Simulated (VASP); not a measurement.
Input:

```yaml
crystal:
  lattice:
    - [1.65208, -2.79273, 0.00000]
    - [1.65208, 2.79273, 0.00000]
    - [0.00000, 0.00000, 5.02526]
  atoms:
    - { symbol: Zr, position: [0.33333, 0.66667, 0.25000] }
    - { symbol: Zr, position: [0.67562, 0.34228, 0.75000] }
```

These are PBE GGA, VASP's PBE PAW potentials (set 64) (plane waves; VASP) values and carry that method's errors. Numerical set-up: 400 eV cut-off, 14×14×8 Γ-centred mesh, first-order Methfessel-Paxton smearing of 0.10 eV, potentials Zr_sv.

**Question.** Which forces act on the atoms, in eV/Å?

**Answer.** 
```csv
atom,Fx,Fy,Fz
Zr1,0.033,0.049,0.000
Zr2,-0.033,-0.049,0.000
```

**Question.** Give the stress tensor in GPa (positive for a compressed cell).

**Answer.** 
```
-1.11  -0.12   0.00
-0.12   0.58   0.00
 0.00   0.00   3.28
```
The pressure is its mean diagonal, 0.91 GPa.

The compound is Zr in the hcp structure. The cell was not relaxed at this level, atoms are displaced from their ideal sites. The run is one of a series of settings (KPOINTS 14×14×8 Γ-centred mesh against the base run), some of them coarse on purpose.
